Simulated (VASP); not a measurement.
# HfZrSe3 (P1) in VASP: relaxation of cell and atoms with PBE

Aim: the relaxation of cell and atoms of HfZrSe3 with PBE.

Program: VASP 6.6.1. These are calculated values, not measurements. Logs are shortened: lines on timing, memory, paths and dates and some standing lists are left out, and cuts for length are marked.

## Step 1: Starting point

The typed cell holds 10 atoms: a = 7.462 Å, b = 7.483 Å, c = 7.565 Å, α = 53.24°, β = 52.55°, γ = 52.55°.

The cell was built by a generator and needn't be a form met in nature.

## Step 2: Relaxation of cell and atoms, PBE

Input file INCAR:

```
ALGO = Fast
EDIFF = 1E-5
EDIFFG = -0.03
ENCUT = 520
GGA = PE
IBRION = 2
ISIF = 3
ISMEAR = 0
ISYM = 0
KPAR = 4
LASPH = True
LCHARG = False
LREAL = Auto
LWAVE = False
NELM = 80
NSW = 110
PREC = Normal
SIGMA = 0.15
```

Input file KPOINTS:

```
k-points
0
Gamma
  4 4 4
```

Input file POSCAR:

```
HfZrSe3
1.0
    3.2955144100      1.8709166800      6.4275573800
   -3.3197032100      1.9231853800      6.4243955900
    0.0331716100     -3.9261780300      6.4662366400
Zr Hf Se
2 2 6
Direct
    0.3423904900      0.3501472600      0.3240786200
    0.6643023200      0.6661013300      0.7110559300
    0.1807899700      0.1397744500      0.1748830700
    0.8019004600      0.8256683600      0.8655156400
    0.7330456400      0.4164671700      0.0988453500
    0.4153494100      0.0892275800      0.7627116000
    0.0948486200      0.7513714900      0.3999990900
    0.2605381100      0.5986212700      0.8921209600
    0.5693583700      0.9303102300      0.2441219100
    0.9430561900      0.2490198700      0.5678688100
```

Potentials or basis: VASP PAW PBE potentials, release 64 (Zr_sv, Hf_pv, Se).

Run with:

```sh
cat potpaw_PBE.64/Zr_sv/POTCAR potpaw_PBE.64/Hf_pv/POTCAR potpaw_PBE.64/Se/POTCAR > POTCAR
mpirun -np 4 vasp_std > vasp.out
```

OUTCAR:

```text
EDIFF = 1E-5
   EDIFFG = -0.03
   ENCUT = 520
   GGA = PE
   IBRION = 2
   ISIF = 3
   ISMEAR = 0
   ISYM = 0
   LASPH = True
   LREAL = Auto
   NELM = 80
   NSW = 110
   PREC = Normal

 ion  position               nearest neighbor table
   1  0.342  0.350  0.324-   5 2.52   7 2.60  10 2.69   9 2.77   6 2.88   8 2.88   3 3.36   2 3.62

   2  0.664  0.666  0.711-   5 2.54   6 2.66   8 2.69   7 2.79   4 2.91  10 2.94   9 3.14   1 3.62

   3  0.181  0.140  0.175-   9 2.54   7 2.60   6 2.63  10 2.72   5 2.88   8 2.98   1 3.36   4 3.55

   4  0.802  0.826  0.866-   6 2.61   9 2.61   5 2.66   8 2.83   2 2.91  10 2.97   7 3.00   3 3.55

   5  0.733  0.416  0.099-   1 2.52   2 2.54   4 2.66   3 2.88
   6  0.415  0.089  0.763-   4 2.61   3 2.63   2 2.66   1 2.88
   7  0.095  0.751  0.400-   3 2.60   1 2.60   2 2.79   4 3.00
   8  0.261  0.599  0.892-   2 2.69   4 2.83   1 2.88   3 2.98
   9  0.569  0.930  0.244-   3 2.54   4 2.61   1 2.77   2 3.14
  10  0.943  0.249  0.568-   1 2.69   3 2.72   2 2.94   4 2.97

IMPORTANT INFORMATION: All symmetrisations will be switched off!
NOSYMM: (Re-)initialisation of all symmetry stuff for point group C_1.

----------------------------------------------------------------------------------------

                                     Primitive cell

  volume of cell :     248.0310

  direct lattice vectors                    reciprocal lattice vectors
     3.295514410  1.870916680  6.427557380     0.151832223  0.087404789  0.052291659
    -3.319703210  1.923185380  6.424395590    -0.150519613  0.085055363  0.052416188
     0.033171610 -3.926178030  6.466236640    -0.001378358 -0.171386953  0.050593575

  length of vectors
     7.461517160  7.482775562  7.564931630     0.182830629  0.180659972  0.178703938

  position of ions in fractional coordinates (direct lattice)
     0.342390490  0.350147260  0.324078620
     0.664302320  0.666101330  0.711055930
     0.180789970  0.139774450  0.174883070
     0.801900460  0.825668360  0.865515640
     0.733045640  0.416467170  0.098845350
     0.415349410  0.089227580  0.762711600
     0.094848620  0.751371490  0.399999090
     0.260538110  0.598621270  0.892120960
     0.569358370  0.930310230  0.244121910
     0.943056190  0.249019870  0.567868810

  ion indices of the primitive-cell ions
   primitive index   ion index
                 1           1
                 2           2
                 3           3
                 4           4
                 5           5
                 6           6
                 7           7
                 8           8
                 9           9
                10          10

----------------------------------------------------------------------------------------
[... 92 lines left out ...]
  Fermi-wavevector in a.u.,A,eV,Ry     =   1.122715  2.121624 17.149994  1.260489
  Thomas-Fermi vector in A             =   2.259377
   LORBIT       =      0    0 simple, 1 ext, 2 COOP (PROOUT), +10 PAW based schemes
   GGA     = PE    functional components
   LHFCALC =     F    Hartree Fock is set to
   AEXX    =    0.0000 exact exchange contribution
   IVDW    =     0    specifies the selected vdW correction
   LEPSILON=     F    determine dielectric tensor
   LRPA    =     F    only Hartree local field effects (RPA)
 conjugate gradient relaxation of ions
 non-spin polarized calculation
 RMM-DIIS sequential band-by-band and
 Gauss-broadening in eV      SIGMA  =   0.15
  energy-cutoff  :      520.00
  volume of cell :      248.03
 maximum number of plane-waves:      6708
   NGX = 27   NGY = 27   NGZ = 29

--------------------------------------- Ionic step        1  -------------------------------------------

 number of electron      79.9999998 magnetization

 Free energy of the ion-electron system (eV)
  ---------------------------------------------------
  ext. energy  EPLUGINS =         0.00000000
  ---------------------------------------------------
  free energy    TOTEN  =       -69.03085718 eV

  energy without entropy =      -68.95556714  energy(sigma->0) =      -68.99321216

------------------------ aborting loop because EDIFF is reached ----------------------------------------

  FORCE on cell =-STRESS in cart. coord.  units (eV):
  Direction    XX          YY          ZZ          XY          YZ          ZX
  --------------------------------------------------------------------------------------
  -------------------------------------------------------------------------------------
  Total        1.7537877     -1.3572341     -0.1794270      1.5129855      0.7473946      1.8225528
  in kB       11.3287422     -8.7671703     -1.1590240      9.7732600      4.8278598     11.7729365
  external PRESSURE =       0.4675159 kB  Pullay stress =       0.0000000 kB
[... 113 lines left out ...]
  FREE ENERGIE OF THE ION-ELECTRON SYSTEM (eV)
  ---------------------------------------------------
  free  energy   TOTEN  =       -70.0117349522 eV

  energy  without entropy=      -69.9340891092  energy(sigma->0) =      -69.97291203

 E-fermi :   5.7814     XC(G=0): -10.0800

 val. band max:        5.7756864222   @ k =  -0.0000   0.5000   0.2500
 cond. band min:       5.7927022284   @ k =   0.0000  -0.2500   0.2500
 fundamental gap:      0.0170158062
 Fermi energy:         5.7813634131

 k-point     1 :       0.0000    0.0000    0.0000
  band No.  band energies     occupation
      1     -43.9494      2.00000
      2     -43.8580      2.00000
      3     -26.0777      2.00000
      4     -26.0712      2.00000
      5     -25.9439      2.00000
      6     -25.9376      2.00000
[... 1213 lines left out ...]
     47       7.6131      0.00000
     48       7.7646      0.00000

 [... further k-points ...]

[... ionic steps 4 to 16 ...]

--------------------------------------- Ionic step       17  -------------------------------------------

 number of electron      79.9999993 magnetization

------------------------ aborting loop because EDIFF is reached ----------------------------------------
[... 83 lines left out ...]
--------------------------------------- Ionic step       19  -------------------------------------------

 number of electron      79.9999992 magnetization

 Free energy of the ion-electron system (eV)
  ---------------------------------------------------
  ext. energy  EPLUGINS =         0.00000000
  ---------------------------------------------------
  free energy    TOTEN  =       -70.30290890 eV

  energy without entropy =      -70.22751956  energy(sigma->0) =      -70.26521423

 E-fermi :   5.4507     XC(G=0):  -9.9133

 val. band max:        5.4445053570   @ k =   0.0000   0.0000   0.0000
 cond. band min:       5.4679400597   @ k =   0.2500   0.5000   0.2500
 fundamental gap:      0.0234347027
 Fermi energy:         5.4506754953

 k-point     1 :       0.0000    0.0000    0.0000
  band No.  band energies     occupation
      1     -44.3362      2.00000
      2     -44.3281      2.00000
      3     -26.4908      2.00000
      4     -26.4894      2.00000
      5     -26.4420      2.00000
      6     -26.4385      2.00000
[... 1252 lines left out ...]
  FREE ENERGIE OF THE ION-ELECTRON SYSTEM (eV)
  ---------------------------------------------------
  free  energy   TOTEN  =       -70.3029088999 eV

  energy  without entropy=      -70.2275195624  energy(sigma->0) =      -70.26521423

 reached required accuracy - stopping structural energy minimisation
```

Wall time 28 min (4 MPI ranks of Intel Xeon Platinum 8259CL at 2.50GHz (Skylake/Cascade Lake), shared host); peak memory 0.46 GiB.

Results:

```yaml
Free_energy: -70.3029 eV
Relaxed_volume: 24.02 Å³/atom
Relaxed_cell: a = 7.368 Å, b = 7.359 Å, c = 7.352 Å, α = 53.70°, β = 53.64°, γ = 53.72°
Space_group_after_relaxing_to_0.05_Å: P-1 (No. 2)
Energy_gained_by_relaxing: 127.2 meV/atom
Ionic_steps: 19
Pressure_after_relaxing: 0.0 GPa
Largest_force_after_relaxing: 0.027 eV/Å
Band_gap_on_the_k_mesh: none (metal or under the smearing width)
```

Forces on the atoms (eV/Å):
```
Zr   0.004 -0.026 -0.007
Zr  -0.010  0.011  0.013
Hf  -0.015  0.013  0.006
Hf   0.001 -0.012 -0.009
Se   0.010  0.018 -0.001
Se   0.001 -0.004  0.008
Se   0.006  0.003  0.017
Se   0.001 -0.008 -0.003
Se   0.012  0.005 -0.007
Se  -0.009  0.001 -0.016
```

Step by step:
| step | energy change (eV) | largest force (eV/Å) | pressure (GPa) | volume (Å³) |
| --- | --- | --- | --- | --- |
| 1 | 0.0000 | 2.6052 | 0.05 | 248.03 |
| 2 | -0.8687 | 0.8934 | -2.29 | 248.24 |
| 3 | -0.9809 | 0.8794 | -2.76 | 248.32 |
| 4 | -1.0567 | 1.1462 | 3.75 | 231.56 |
| 5 | -1.1396 | 0.8751 | 0.77 | 238.25 |
| 6 | -1.2316 | 0.3280 | 0.11 | 239.50 |
| 7 | -1.2342 | 0.2631 | 0.01 | 239.76 |
| 8 | -1.2513 | 0.1639 | -0.04 | 239.98 |
| 9 | -1.2548 | 0.1827 | -0.07 | 240.15 |
| 10 | -1.2618 | 0.1197 | 0.12 | 239.84 |
| 11 | -1.2626 | 0.1230 | 0.20 | 239.69 |
| 12 | -1.2660 | 0.1161 | -0.26 | 240.96 |
| 13 | -1.2661 | 0.1137 | -0.30 | 241.07 |
| 14 | -1.2688 | 0.0780 | -0.16 | 240.69 |
| 15 | -1.2697 | 0.1184 | 0.04 | 240.20 |
| 16 | -1.2698 | 0.1072 | 0.02 | 240.27 |
| 17 | -1.2709 | 0.0683 | 0.00 | 240.26 |
| 18 | -1.2715 | 0.0361 | 0.00 | 240.23 |
| 19 | -1.2721 | 0.0274 | 0.00 | 240.24 |

Final structure:
```
Zr Hf Se
1.0
     3.33285    1.92277    6.28329
    -3.32051    1.92345    6.27901
     0.00767   -3.82668    6.27756
Zr Hf Se
2 2 6
Direct
  0.33582 0.33759 0.33499
  0.66578 0.66565 0.67296
  0.16964 0.16885 0.17312
  0.83193 0.83428 0.83496
  0.75626 0.41796 0.08780
  0.41698 0.08416 0.75890
  0.08000 0.75878 0.41893
  0.24452 0.58583 0.92095
  0.58369 0.91876 0.24966
  0.92095 0.24486 0.58893
```
